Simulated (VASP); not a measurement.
Runs of VASP 6.6.1 on Ag. The structure is cubic, space group Fm-3m (No. 225). Conventional cell: a = 4.086 Å, b = 4.086 Å, c = 4.086 Å, α = 90.00°, β = 90.00°, γ = 90.00°. Ag (site symmetry m-3m) is surrounded by 12 Ag at 2.89 Å. 

```csv
level,potentials or basis,k mesh,gap on the mesh (eV),pressure (GPa)
PBE,"VASP PAW PBE potentials, release 64 (Ag)",20 × 20 × 20,none,4.5
PBE,"VASP PAW PBE potentials, release 64 (Ag)",28 × 28 × 28,none,4.5
LDA,"VASP PAW LDA potentials, release 64 (Ag)",20 × 20 × 20,none,(a)
PBEsol,"VASP PAW PBE potentials, release 64 (Ag)",20 × 20 × 20,none,-2.8
PBE,"VASP PAW PBE potentials, release 64 (Ag)",12 × 12 × 12,none,4.7
```

Alike in all rows: task optical spectrum; no spin polarisation; cell as given; cutoff (eV) 520; smearing fermi-dirac 0.05 eV.

Task: Fill in the values left out.

Result: (a) -7.2.

Caveats: the PAW data sets were made with another functional, which shifts forces and pressure a little (some runs).

A k mesh can miss the band edges, and the runs leave out spin-orbit coupling on Ag.

A gap of «none» marks a metal or a gap under the smearing width.

Not every run made on this cell is shown here.
